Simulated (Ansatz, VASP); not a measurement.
**Zn2C in VASP and in Ansatz**

The input POSCAR:

```
Zn2C
1.0
    0.0000000000      2.5779490272      2.5779490272
    2.5779490272      0.0000000000      2.5779490272
    2.5779490272      2.5779490272      0.0000000000
C Zn
1 2
Direct
    0.0000000000      0.0000000000      0.0000000000
    0.2500000000      0.2500000000      0.2500000000
    0.7500000000      0.7500000000      0.7500000000
```

File INCAR.step1:

```
  ALGO = Normal
  EDIFF = 1E-4
  ENCUT = 520
  GGA = PE
  ISMEAR = -1
  LASPH = T
  LCHARG = F
  LREAL = F
  LWAVE = T
  NBANDS = 21
  NELM = 100
  PREC = Accurate
  SIGMA = 0.02
```

The input INCAR.step2:

```
  ALGO = Normal
  EDIFF = 1E-6
  ENCUT = 520
  ISIF = 2
  ISMEAR = -1
  ISTART = 1
  LASPH = T
  LCHARG = T
  LELF = T
  LMIXTAU = T
  LREAL = F
  LVHAR = T
  LWAVE = F
  METAGGA = R2SCAN
  NBANDS = 21
  NELM = 100
  PREC = Accurate
  SIGMA = 0.02
```

Contents of KPOINTS:

```
k-points
0
Gamma
  6 6 6
```

Input for Ansatz:

```yaml
crystal:
  lattice:
    - [0.0, 2.5779490272, 2.5779490272]
    - [2.5779490272, 0.0, 2.5779490272]
    - [2.5779490272, 2.5779490272, 0.0]
  atoms:
    - { symbol: C, position: [0.0, 0.0, 0.0] }
    - { symbol: Zn, position: [0.25, 0.25, 0.25] }
    - { symbol: Zn, position: [0.75, 0.75, 0.75] }
kpoints:
  mp_grid: { grid: [6, 6, 6] }
hamiltonian:
  xc: r2scan
scf:
  occupations: { method: fermi_dirac, width: 0.02 }
  n_extra_bands: 4
output:
  forces: true
  stress: true
  eigenvalues: true
```

The cell was built by a generator and needn't be a form met in nature.

Alike in both runs: task single point; functional r2SCAN; k mesh 6 × 6 × 6; occupations fermi-dirac, width 0.02 eV; no spin polarisation.

|  | VASP | Ansatz |
| --- | --- | --- |
| version | VASP 6.6.1 | Ansatz 0.2.0 |
| potentials or method | VASP PAW PBE potentials, release 64 (C, Zn) | plane waves, PAW |
| plane-wave cutoff (eV) | 520 | 500 |
| valence electrons in the cell | 28 | 28 |

|  | VASP | Ansatz | Ansatz less VASP |
| --- | --- | --- | --- |
| pressure (GPa) | 0.5 | -0.2 | -0.68 |

With one functional, cell and mesh, what is left measures potentials, basis and numerics.

Caveats: the PAW data sets were made with another functional, which shifts forces and pressure a little (VASP). r2SCAN opens gaps a little over a GGA but as a rule still falls short of measured ones.
